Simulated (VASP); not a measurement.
Runs of VASP 6.6.1 on CrMo7S16 (a cell with a defect). The cell holds a defect, 24 atoms: a = 6.338 Å, b = 6.338 Å, c = 12.324 Å, α = 90.00°, β = 90.00°, γ = 120.00°. 

```csv
task,spin,fixed moment (μB),cell,gap on the mesh (eV),moment (μB),largest force (eV/Å)
single point,"collinear, ferromagnetic start",-,as given,none,0.64,0.76
relaxation of the atoms,"collinear, ferromagnetic start",-,atoms relaxed,none,0.00,0.02
single point,"collinear, ferromagnetic start",1,as given,-,1.00,0.76
single point,off,-,as given,none,-,(a)
```

Alike in all rows: level PBEsol+U; potentials or basis VASP PAW PBE potentials, release 64 (Cr_pv, Mo_sv, S); Cr d U = 3 eV; k mesh 3 × 3 × 2; cutoff (eV) 350; smearing gaussian 0.03 eV; the mesh is coarse, so values aren't converged.

Question: Estimate the missing entries.

Answer: (a) 1.04.

Caveats: all runs use coarse meshes; the cell is charged against a uniform background, so pressure and absolute levels hang on convention; the PAW data sets were made with another functional, which shifts forces and pressure a little; the total moment is fixed, so each spin has its own Fermi level (some runs); U without spin polarisation on a metal has little footing (some runs).

A k mesh can miss the band edges, and the runs leave out spin-orbit coupling on Mo.

A gap of «none» marks a metal or a gap under the smearing width.
